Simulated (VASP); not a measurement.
An input for Ansatz (written as the equivalent of a VASP run, and not itself run):

Ansatz 0.2 input:
```yaml
crystal:
  lattice:
    - [4.3221372, 0.0000000, 0.0000000]
    - [0.0000000, 4.4518013, 0.0000000]
    - [0.0000000, 0.0000000, 4.4518013]
  atoms:
    - { symbol: Cs, position: [0.0000000, 0.0000000, 0.0000000] }
    - { symbol: Br, position: [0.5000000, 0.5000000, 0.5000000] }
kpoints:
  mp_grid: { grid: [6, 6, 6] }
hamiltonian:
  xc: r2scan
  pseudopotentials: { kind: paw }
scf:
  occupations: { method: gaussian, width: 0.05 }
  max_iter: 100
relax:
  max_steps: 30
  f_tol: 0.01
output: { forces: true, stress: true, eigenvalues: true }
```

Task: Translate this input to VASP (INCAR, KPOINTS, POSCAR, choice of POTCAR).

Result: Several could match; the one computed here: 
File KPOINTS:
```
Automatic mesh
0
Gamma
6 6 6
0 0 0
```

### INCAR
```
LWAVE  =  .FALSE.
IBRION  =  2   ! conjugate gradients
LMIXTAU  =  .TRUE.
LASPH  =  .TRUE.   ! aspherical one-centre terms
EDIFFG  =  -0.01   ! ionic stop
NSW  =  30   ! most ionic steps
SYSTEM  =  CsBr
LCHARG  =  .FALSE.
LMAXMIX  =  4
ISMEAR  =  0   ! Gaussian
EDIFF  =  1E-7   ! SCF stop (eV)
PREC  =  Accurate
SIGMA  =  0.05   ! width (eV)
LREAL  =  .FALSE.
METAGGA  =  R2SCAN
ENCUT  =  480   ! plane-wave cut-off (eV)
ALGO  =  Normal
ISIF  =  2
NELM  =  100   ! most electronic steps
```

POSCAR:
```
CsBr
1
    4.3221371611     0.0000000000     0.0000000000
    0.0000000000     4.4518012759     0.0000000000
    0.0000000000     0.0000000000     4.4518012759
Cs Br
1 1
Direct
  0.0000000000   0.0000000000   0.0000000000
  0.5000000000   0.5000000000   0.5000000000
```

POTCAR, in this order: Cs_sv Br (PBE.64 set). Program: vasp_std.

Limits of the translation: each code has its own PAW files, so the cut-off isn't converted (ENCUT is set for VASP's; basis.ecutwfc is left out, and Ansatz then takes the one that its files recommend); Ansatz stops its SCF on the density residual and VASP on the energy change (EDIFF).

The compound is CsBr in the CsCl type structure. This cell was strained or had an atom moved on purpose.
